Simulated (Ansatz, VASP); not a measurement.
# Cross-check of H9C3NO2 (ionic liquid ethylammonium formate at 450 K) between VASP and Ansatz

Wanted: the spread between two codes on one cell, functional and k mesh. The cell is taken from a series of runs on this material, whose earlier steps may have relaxed, scaled, displaced or heated it; both programs get it as it stands.

Method: plane waves, with VASP 6.6.1 beside it; single point at PBE with D3(BJ), in Ansatz 0.2.0.

## 1. Starting point

The cell holds 225 atoms: 45 C, 15 N, 135 H and 30 O. Cell: a = 12.981 Å, b = 12.836 Å, c = 12.878 Å, α = 92.1°, β = 87.5°, γ = 87.8°. As first built, before any earlier steps moved the atoms (in the runner's words): 15 ethylammonium, 15 formate placed at random, at 1.03 g/cm^3; overlaps pushed apart, then 10 ps at 700 K with MMFF94 bonds, angles, torsions, charges and radii (Halgren, J. Comput. Chem. 17, 490 (1996)) in harmonic and 12-6 forms; charges of ions scaled by 0.8. Snapshot after 30 ps at 450 K and fixed volume.

## 2. Ansatz: single point, PBE with D3(BJ)

Ansatz runs on its default PAW (the set named soft_2) files.

A single point gives forces, pressure and levels at one fixed geometry, so differences don't come from the geometry; what else differs is listed under the comparison.

Contents of input.yaml:

```yaml
crystal:
  lattice:
    - [12.9752, 0.24785, 0.28596]
    - [0.24785, 12.83191, -0.23628]
    - [0.28596, -0.23628, 12.87258]
  atoms:
    - { symbol: C, position: [0.83033, 0.82243, 0.52369] }
    - { symbol: C, position: [0.85334, 0.83148, 0.408] }
    - { symbol: "N", position: [0.9458, 0.89347, 0.38555] }
    - { symbol: H, position: [0.81201, 0.89908, 0.56199] }
    - { symbol: H, position: [0.76442, 0.77278, 0.53666] }
    - { symbol: H, position: [0.89639, 0.78637, 0.56122] }
    - { symbol: H, position: [0.86772, 0.75472, 0.36933] }
    - { symbol: H, position: [0.78852, 0.86931, 0.37016] }
    - { symbol: H, position: [0.96375, 0.886, 0.3052] }
    - { symbol: H, position: [0.01304, 0.86684, 0.42247] }
    - { symbol: H, position: [0.93021, 0.97123, 0.4072] }
    - { symbol: C, position: [0.44711, 0.7382, 0.98729] }
    - { symbol: C, position: [0.55658, 0.72189, 0.94152] }
    - { symbol: "N", position: [0.62204, 0.80922, 0.97537] }
    - { symbol: H, position: [0.44597, 0.74752, 0.07236] }
    - { symbol: H, position: [0.40915, 0.8078, 0.95725] }
    - { symbol: H, position: [0.40106, 0.6713, 0.96653] }
    - { symbol: H, position: [0.59285, 0.64968, 0.96863] }
    - { symbol: H, position: [0.55897, 0.71703, 0.85603] }
    - { symbol: H, position: [0.69668, 0.80001, 0.9413] }
    - { symbol: H, position: [0.62658, 0.80875, 0.05837] }
    - { symbol: H, position: [0.58865, 0.8804, 0.95409] }
    - { symbol: C, position: [0.46689, 0.54747, 0.19733] }
    - { symbol: C, position: [0.53972, 0.46899, 0.24439] }
    - { symbol: "N", position: [0.55274, 0.372, 0.17663] }
    - { symbol: H, position: [0.49589, 0.56669, 0.11931] }
    - { symbol: H, position: [0.3894, 0.51707, 0.19171] }
    - { symbol: H, position: [0.46213, 0.62009, 0.24496] }
    - { symbol: H, position: [0.61572, 0.50153, 0.25407] }
    - { symbol: H, position: [0.51044, 0.44585, 0.32106] }
    - { symbol: H, position: [0.61375, 0.32356, 0.20099] }
    - { symbol: H, position: [0.57516, 0.39155, 0.10082] }
    - { symbol: H, position: [0.48264, 0.33329, 0.17825] }
    - { symbol: C, position: [0.4584, 0.38175, 0.57854] }
    - { symbol: C, position: [0.56916, 0.35369, 0.54233] }
    - { symbol: "N", position: [0.62588, 0.29927, 0.62438] }
    - { symbol: H, position: [0.41814, 0.31234, 0.60248] }
    - { symbol: H, position: [0.45533, 0.43994, 0.64337] }
    - { symbol: H, position: [0.41629, 0.41495, 0.5148] }
    - { symbol: H, position: [0.57115, 0.30004, 0.47376] }
    - { symbol: H, position: [0.61085, 0.42375, 0.52303] }
    - { symbol: H, position: [0.63435, 0.34579, 0.6921] }
    - { symbol: H, position: [0.70042, 0.27372, 0.59672] }
    - { symbol: H, position: [0.58643, 0.23087, 0.64395] }
    - { symbol: C, position: [0.75908, 0.07355, 0.86597] }
    - { symbol: C, position: [0.77798, 0.14805, 0.95677] }
    - { symbol: "N", position: [0.74082, 0.10585, 0.0576] }
    - { symbol: H, position: [0.797, 0.99693, 0.87601] }
    - { symbol: H, position: [0.67648, 0.06262, 0.85716] }
    - { symbol: H, position: [0.79113, 0.10443, 0.79359] }
    - { symbol: H, position: [0.86064, 0.16125, 0.96186] }
    - { symbol: H, position: [0.73739, 0.22371, 0.94834] }
    - { symbol: H, position: [0.74515, 0.16201, 0.11856] }
    - { symbol: H, position: [0.7862, 0.04024, 0.07815] }
    - { symbol: H, position: [0.66268, 0.08735, 0.05425] }
    - { symbol: C, position: [0.4028, 0.31195, 0.84611] }
    - { symbol: C, position: [0.39602, 0.32857, 0.96335] }
    - { symbol: "N", position: [0.28723, 0.33344, 0.00638] }
    - { symbol: H, position: [0.36245, 0.24225, 0.82262] }
    - { symbol: H, position: [0.36882, 0.37858, 0.80691] }
    - { symbol: H, position: [0.48363, 0.30121, 0.81864] }
    - { symbol: H, position: [0.43703, 0.26526, 0.00134] }
    - { symbol: H, position: [0.42973, 0.40221, 0.98728] }
    - { symbol: H, position: [0.25242, 0.40743, 0.99067] }
    - { symbol: H, position: [0.29072, 0.32805, 0.08764] }
    - { symbol: H, position: [0.24798, 0.27072, 0.97536] }
    - { symbol: C, position: [0.97359, 0.92472, 0.7399] }
    - { symbol: C, position: [0.04757, 0.83396, 0.75919] }
    - { symbol: "N", position: [0.04457, 0.80523, 0.87072] }
    - { symbol: H, position: [0.98398, 0.99081, 0.7946] }
    - { symbol: H, position: [0.98814, 0.95074, 0.66051] }
    - { symbol: H, position: [0.89331, 0.9016, 0.74864] }
    - { symbol: H, position: [0.02979, 0.76361, 0.71354] }
    - { symbol: H, position: [0.12744, 0.8515, 0.73821] }
    - { symbol: H, position: [0.96843, 0.7925, 0.89623] }
    - { symbol: H, position: [0.07685, 0.86118, 0.91788] }
    - { symbol: H, position: [0.09136, 0.73679, 0.87761] }
    - { symbol: C, position: [0.87812, 0.54929, 0.38457] }
    - { symbol: C, position: [0.86531, 0.43972, 0.42192] }
    - { symbol: "N", position: [0.85735, 0.43873, 0.53769] }
    - { symbol: H, position: [0.80868, 0.59856, 0.40424] }
    - { symbol: H, position: [0.94523, 0.58439, 0.41891] }
    - { symbol: H, position: [0.89076, 0.5471, 0.29964] }
    - { symbol: H, position: [0.79483, 0.40649, 0.39306] }
    - { symbol: H, position: [0.93132, 0.388, 0.39581] }
    - { symbol: H, position: [0.79645, 0.49149, 0.56696] }
    - { symbol: H, position: [0.93013, 0.45754, 0.56905] }
    - { symbol: H, position: [0.84127, 0.36345, 0.55774] }
    - { symbol: C, position: [0.19673, 0.22465, 0.65124] }
    - { symbol: C, position: [0.0798, 0.22205, 0.6548] }
    - { symbol: "N", position: [0.043, 0.20543, 0.54815] }
    - { symbol: H, position: [0.23126, 0.15013, 0.61961] }
    - { symbol: H, position: [0.22373, 0.28629, 0.60124] }
    - { symbol: H, position: [0.22356, 0.23897, 0.72966] }
    - { symbol: H, position: [0.05139, 0.15905, 0.7022] }
    - { symbol: H, position: [0.04441, 0.29612, 0.68579] }
    - { symbol: H, position: [0.96263, 0.20207, 0.54915] }
    - { symbol: H, position: [0.07488, 0.13363, 0.51772] }
    - { symbol: H, position: [0.06555, 0.26958, 0.50453] }
    - { symbol: C, position: [0.16372, 0.58465, 0.25887] }
    - { symbol: C, position: [0.19648, 0.68605, 0.21269] }
    - { symbol: "N", position: [0.14477, 0.70428, 0.11348] }
    - { symbol: H, position: [0.20119, 0.57233, 0.33231] }
    - { symbol: H, position: [0.08008, 0.58571, 0.27584] }
    - { symbol: H, position: [0.18452, 0.51724, 0.20609] }
    - { symbol: H, position: [0.17755, 0.75323, 0.26604] }
    - { symbol: H, position: [0.27983, 0.68519, 0.19461] }
    - { symbol: H, position: [0.15936, 0.64056, 0.06098] }
    - { symbol: H, position: [0.17134, 0.77247, 0.07768] }
    - { symbol: H, position: [0.06625, 0.71973, 0.12831] }
    - { symbol: C, position: [0.58753, 0.04948, 0.327] }
    - { symbol: C, position: [0.49073, 0.99041, 0.30776] }
    - { symbol: "N", position: [0.42011, 0.0509, 0.2419] }
    - { symbol: H, position: [0.63845, 0.00464, 0.37597] }
    - { symbol: H, position: [0.63104, 0.06255, 0.25403] }
    - { symbol: H, position: [0.56865, 0.12551, 0.36654] }
    - { symbol: H, position: [0.51066, 0.91491, 0.26773] }
    - { symbol: H, position: [0.44826, 0.97727, 0.38137] }
    - { symbol: H, position: [0.39153, 0.11966, 0.28301] }
    - { symbol: H, position: [0.36037, 0.00411, 0.21446] }
    - { symbol: H, position: [0.46076, 0.07402, 0.17568] }
    - { symbol: C, position: [0.33045, 0.83746, 0.74344] }
    - { symbol: C, position: [0.32278, 0.94378, 0.69607] }
    - { symbol: "N", position: [0.37195, 0.02529, 0.76156] }
    - { symbol: H, position: [0.29136, 0.77979, 0.69589] }
    - { symbol: H, position: [0.41145, 0.81023, 0.74684] }
    - { symbol: H, position: [0.29408, 0.83798, 0.82207] }
    - { symbol: H, position: [0.36404, 0.94276, 0.62001] }
    - { symbol: H, position: [0.24267, 0.97007, 0.68557] }
    - { symbol: H, position: [0.31812, 0.07138, 0.80741] }
    - { symbol: H, position: [0.41904, 0.07208, 0.71447] }
    - { symbol: H, position: [0.42348, 0.99277, 0.81358] }
    - { symbol: C, position: [0.38512, 0.64753, 0.47934] }
    - { symbol: C, position: [0.42645, 0.75459, 0.46082] }
    - { symbol: "N", position: [0.53744, 0.76033, 0.48523] }
    - { symbol: H, position: [0.42601, 0.58712, 0.42905] }
    - { symbol: H, position: [0.39345, 0.62652, 0.56047] }
    - { symbol: H, position: [0.30289, 0.64824, 0.46287] }
    - { symbol: H, position: [0.41889, 0.77616, 0.37973] }
    - { symbol: H, position: [0.38287, 0.81387, 0.50983] }
    - { symbol: H, position: [0.55346, 0.71893, 0.55347] }
    - { symbol: H, position: [0.55377, 0.83765, 0.50321] }
    - { symbol: H, position: [0.58514, 0.73135, 0.42108] }
    - { symbol: C, position: [0.0834, 0.18099, 0.30394] }
    - { symbol: C, position: [0.10494, 0.12626, 0.19885] }
    - { symbol: "N", position: [0.01124, 0.12654, 0.13586] }
    - { symbol: H, position: [0.06493, 0.2645, 0.29652] }
    - { symbol: H, position: [0.01845, 0.14617, 0.34551] }
    - { symbol: H, position: [0.1519, 0.1737, 0.35034] }
    - { symbol: H, position: [0.16579, 0.16414, 0.15381] }
    - { symbol: H, position: [0.13078, 0.04479, 0.20682] }
    - { symbol: H, position: [0.9655, 0.19536, 0.14891] }
    - { symbol: H, position: [0.96453, 0.06311, 0.1514] }
    - { symbol: H, position: [0.03204, 0.12231, 0.05568] }
    - { symbol: C, position: [0.04283, 0.39255, 0.87818] }
    - { symbol: C, position: [0.92764, 0.38843, 0.86383] }
    - { symbol: "N", position: [0.87136, 0.42148, 0.96362] }
    - { symbol: H, position: [0.06021, 0.46425, 0.92155] }
    - { symbol: H, position: [0.07061, 0.32481, 0.92013] }
    - { symbol: H, position: [0.08527, 0.39389, 0.80286] }
    - { symbol: H, position: [0.90249, 0.44265, 0.80525] }
    - { symbol: H, position: [0.90386, 0.31037, 0.84019] }
    - { symbol: H, position: [0.89633, 0.37959, 0.02608] }
    - { symbol: H, position: [0.79136, 0.41378, 0.96206] }
    - { symbol: H, position: [0.88671, 0.50233, 0.97799] }
    - { symbol: O, position: [0.28414, 0.91816, 0.1539] }
    - { symbol: C, position: [0.2473, 0.94059, 0.0683] }
    - { symbol: O, position: [0.1914, 0.88342, 0.0135] }
    - { symbol: H, position: [0.26422, 0.01813, 0.0364] }
    - { symbol: O, position: [0.96994, 0.8265, 0.18049] }
    - { symbol: C, position: [0.90226, 0.87109, 0.1287] }
    - { symbol: O, position: [0.87608, 0.96761, 0.13707] }
    - { symbol: H, position: [0.86246, 0.82311, 0.07072] }
    - { symbol: O, position: [0.83071, 0.76221, 0.90543] }
    - { symbol: C, position: [0.83745, 0.66775, 0.93072] }
    - { symbol: O, position: [0.91292, 0.62352, 0.97164] }
    - { symbol: H, position: [0.76908, 0.61965, 0.91549] }
    - { symbol: O, position: [0.69289, 0.56853, 0.58327] }
    - { symbol: C, position: [0.65494, 0.61338, 0.66621] }
    - { symbol: O, position: [0.5776, 0.6761, 0.67372] }
    - { symbol: H, position: [0.69331, 0.59547, 0.73995] }
    - { symbol: O, position: [0.53308, 0.96248, 0.56797] }
    - { symbol: C, position: [0.57012, 0.0472, 0.59427] }
    - { symbol: O, position: [0.52364, 0.12097, 0.6495] }
    - { symbol: H, position: [0.65137, 0.06148, 0.56797] }
    - { symbol: O, position: [0.73615, 0.26719, 0.21064] }
    - { symbol: C, position: [0.804, 0.33252, 0.18974] }
    - { symbol: O, position: [0.8933, 0.31281, 0.1496] }
    - { symbol: H, position: [0.78225, 0.41659, 0.20714] }
    - { symbol: O, position: [0.5307, 0.09039, 0.0542] }
    - { symbol: C, position: [0.48086, 0.05647, 0.97865] }
    - { symbol: O, position: [0.51029, 0.98513, 0.91278] }
    - { symbol: H, position: [0.40274, 0.09334, 0.96962] }
    - { symbol: O, position: [0.04284, 0.48575, 0.60628] }
    - { symbol: C, position: [0.11265, 0.46207, 0.53674] }
    - { symbol: O, position: [0.11315, 0.38897, 0.46829] }
    - { symbol: H, position: [0.18157, 0.51188, 0.53638] }
    - { symbol: O, position: [0.65769, 0.68547, 0.31393] }
    - { symbol: C, position: [0.66909, 0.71935, 0.22381] }
    - { symbol: O, position: [0.61756, 0.79247, 0.18436] }
    - { symbol: H, position: [0.73237, 0.6796, 0.17276] }
    - { symbol: O, position: [0.22134, 0.53463, 0.97775] }
    - { symbol: C, position: [0.23027, 0.5684, 0.88572] }
    - { symbol: O, position: [0.18967, 0.64947, 0.85277] }
    - { symbol: H, position: [0.28037, 0.5195, 0.82852] }
    - { symbol: O, position: [0.05459, 0.12123, 0.92743] }
    - { symbol: C, position: [0.14136, 0.10267, 0.88255] }
    - { symbol: O, position: [0.22615, 0.14423, 0.90176] }
    - { symbol: H, position: [0.14481, 0.04314, 0.8168] }
    - { symbol: O, position: [0.3541, 0.22981, 0.35451] }
    - { symbol: C, position: [0.3195, 0.29766, 0.2964] }
    - { symbol: O, position: [0.35078, 0.30995, 0.20176] }
    - { symbol: H, position: [0.25618, 0.35184, 0.3291] }
    - { symbol: O, position: [0.14123, 0.8421, 0.44521] }
    - { symbol: C, position: [0.16819, 0.93198, 0.47245] }
    - { symbol: O, position: [0.11073, 0.00432, 0.51543] }
    - { symbol: H, position: [0.25145, 0.94931, 0.45724] }
    - { symbol: O, position: [0.82066, 0.22136, 0.54656] }
    - { symbol: C, position: [0.80419, 0.16811, 0.46257] }
    - { symbol: O, position: [0.86192, 0.09777, 0.42107] }
    - { symbol: H, position: [0.73119, 0.18862, 0.4239] }
    - { symbol: O, position: [0.67691, 0.38668, 0.81446] }
    - { symbol: C, position: [0.62556, 0.4275, 0.8912] }
    - { symbol: O, position: [0.65053, 0.42486, 0.98569] }
    - { symbol: H, position: [0.5521, 0.47153, 0.87608] }
kpoints:
  mp_grid: { grid: [1, 1, 1] }
hamiltonian:
  xc: pbe
  dispersion: d3bj
scf:
  occupations: { method: fixed }
output:
  forces: true
  stress: true
  populations: true
  dos:
    method: { smearing: { sigma: 0.1 } }
    de: 0.1
    projected: { site_lists: { C: [C], H: [H], "N": ["N"], O: [O] } }
  eigenvalues: true
  write_density: true
  write_potential: true
  volumetric_format: npy
```

Run with:

```sh
$ ansatz run input.yaml --threads 4 --pin off --max-ram 8192MiB --backend cpu --events-out ev --progress --plain --runs-dir out
```

Numbers of over 12 decimals in the logs are rounded to 6 here.

Output:

```text
Engine: ansatz 0.2.0, x86_64-unknown-linux-gnu
Pseudopotentials: kind: paw
Pseudopotential: C, paw, valence charge 4, recommended cutoff 420 eV (normal), C.paw.azcp
Pseudopotential: N, paw, valence charge 5, recommended cutoff 420 eV (normal), N.paw.azcp
Pseudopotential: H, paw, valence charge 1, recommended cutoff 420 eV (normal), H.paw.azcp
Pseudopotential: O, paw, valence charge 6, recommended cutoff 420 eV (normal), O.paw.azcp
Functional definition: PBE
  parameter kappa = 0.804
  parameter beta = 0.066725
  exchange = pbe_x(kappa = kappa, mu = beta*pi^2/3)
  correlation = pbe_c(beta = beta)
Crystal: 225 atoms, lattice volume = 2140.643 Å³
Basis set: ecut = 420 eV, 41849 PW (Γ), exchange–correlation on 180×180×180 points (8 copies of the dense FFT grid, shifted against one another)
Bands: 510, of which v1, the nominal top of the filled ones, is band 285 counted from 1 (284 counted from 0)
Symmetry: 1 space group operations
Space group: P1 (ITA 1), of the structure as read, at distance tolerance 1.3e-4 Å
k-points: 1
Non-local potential: C, projectors of the file, l = 0: 2, l = 1: 2, l = 2: 1
Non-local potential: N, projectors of the file, l = 0: 2, l = 1: 2, l = 2: 1
Non-local potential: H, projectors of the file, l = 0: 2, l = 1: 1
Non-local potential: O, projectors of the file, l = 0: 2, l = 1: 2, l = 2: 1
PAW form: soft (Blöchl's): semilocal exchange-correlation on the pseudo side does not see the compensation charge
PAW one-centre angular grid: C, 110 points (default); XC on 64 Gauss nodes
PAW one-centre angular grid: N, 110 points (default); XC on 64 Gauss nodes
PAW one-centre angular grid: H, 110 points (default); XC on 64 Gauss nodes
PAW one-centre angular grid: O, 110 points (default); XC on 64 Gauss nodes
Initial density: superposition of atomic densities (neutral atoms: chi_scale 0, normalization atom), corrected by the library's trained network
Initial wavefunctions: pseudopotential atomic-orbital guess
Functional: x = pbe(κ = 0.804, μ = 0.219515), c = pbe(β = 0.066725)
SCF iter   1: F=—  HF=-36259.347618 eV  |F-HF|=—  |Δ(HF+E_count)|=         —  Δρ=3.68e-3  dr2=4.57e-1  ethr=1.77e-3  ⟨swp⟩=5.0  Hψ=1760  notcnv=0  defer=223
preconditioner: auto → Resta (q_TF=auto, 2.188 Å⁻¹)  ε∞=2.3  [insulator: Δε(μ)=4.741 eV  Ē_g=16.653 eV  n_scr=374 (ndim 8)  ℏωp=19.2 eV  f_vac=0.213  ε∞_Penn≈2.3]
SCF iter   2: F=—  HF=-36259.243130 eV  |F-HF|=—  |Δ(HF+E_count)|=   1.04e-1  Δρ=1.96e-3  dr2=1.06e-1  ethr=8.01e-5  ⟨swp⟩=3.0  Hψ=881  notcnv=0  defer=221
SCF iter   3: F=—  HF=-36259.234961 eV  |F-HF|=—  |Δ(HF+E_count)|=   8.17e-3  Δρ=1.44e-3  dr2=4.84e-2  ethr=1.86e-5  ⟨swp⟩=3.0  Hψ=580  notcnv=0  defer=223
SCF iter   4: F=—  HF=-36259.226886 eV  |F-HF|=—  |Δ(HF+E_count)|=   8.08e-3  Δρ=4.71e-4  dr2=5.39e-3  ethr=8.48e-6  ⟨swp⟩=2.0  Hψ=579  notcnv=0  defer=223
SCF iter   5: F=—  HF=-36259.226411 eV  |F-HF|=—  |Δ(HF+E_count)|=   4.75e-4  Δρ=2.00e-4  dr2=8.87e-4  ethr=9.46e-7  ⟨swp⟩=2.0  Hψ=576  notcnv=0  defer=223
SCF iter   6: F=—  HF=-36259.226403 eV  |F-HF|=—  |Δ(HF+E_count)|=   8.36e-6  Δρ=7.70e-5  dr2=1.22e-4  ethr=1.56e-7  ⟨swp⟩=2.0  Hψ=576  notcnv=0  defer=221
SCF iter   7: F=—  HF=-36259.226419 eV  |F-HF|=—  |Δ(HF+E_count)|=   1.68e-5  Δρ=2.59e-5  dr2=1.25e-5  ethr=2.14e-8  ⟨swp⟩=2.0  Hψ=576  notcnv=0  defer=217
SCF iter   8: F=—  HF=-36259.226454 eV  |F-HF|=—  |Δ(HF+E_count)|=   3.43e-5  Δρ=1.43e-5  dr2=3.80e-6  ethr=2.19e-9  ⟨swp⟩=2.0  Hψ=793  notcnv=0  defer=218
SCF iter   9: F=—  HF=-36259.226454 eV  |F-HF|=—  |Δ(HF+E_count)|=   3.90e-7  Δρ=6.10e-6  dr2=6.81e-7  ethr=6.67e-10  ⟨swp⟩=2.0  Hψ=577  notcnv=0  defer=218
SCF iter  10: F=-36259.226454 eV  HF=-36259.226454 eV  |F-HF|=4.16e-8  |Δ(HF+E_count)|=   7.52e-8  Δρ=1.45e-6  dr2=4.32e-8  ethr=1.75e-11  ⟨swp⟩=18.0  Hψ=4920  notcnv=0
SCF 1 converged in 10 iterations: F = -36259.226454 eV  dr2 = 4.32e-8
  greatest PAW one-centre occupation: 0.873 electrons in one spin orbital (limit 2), on the O atom at site 209 (counted from 0), in its partial waves of l = 0
[...]
--- Löwdin populations: 225 sites ---
  site symbol       q [e]
     0      C      4.4581
     1      C      4.1492
     2      N      5.3632
     3      H      0.8093
     4      H      0.7929
     5      H      0.8084
     6      H      0.8002
     7      H      0.8003
     8      H      0.6725
     9      H      0.6778
    10      H      0.6618
    11      C      4.4585
    12      C      4.1632
    13      N      5.3777
    14      H      0.8054
    15      H      0.8075
    16      H      0.8013
    17      H      0.8196
    18      H      0.7879
    19      H      0.6732
    20      H      0.6769
    21      H      0.6765
    22      C      4.4560
    23      C      4.1517
[...]
217      O      6.5350
   218      C      3.5756
   219      O      6.4789
   220      H      0.8901
   221      O      6.4996
   222      C      3.5853
   223      O      6.5339
   224      H      0.8934
  spilling = 0.012803 (of n_electrons = 570.000000)
```

Reading the cycles: dr2 is the Hartree energy of the density residual (eV), the measure of convergence; HF is the Harris–Foulkes estimate of the energy, which meets the free energy F at convergence.

[end of part 1 of 2]

[Lines on the potential files, build, host, timing and source positions are cut from VASP's logs without a mark.]

[Logs are printed without paths, hosts, clocks, repeated set-up lines and the standing remarks that a program may print on its own settings, such as how far it seeks lower states.]

[Hosts, paths, dates, database ids (printed as entryN), source tags and the programs' standing remarks are cut or masked in the printed files.]

[The MMFF94 radii named for the starting cell were scaled by 0.96; in molecules described by MMFF94, hydrogen bound to N, O or S took a small fixed 12-6 site in their place.]
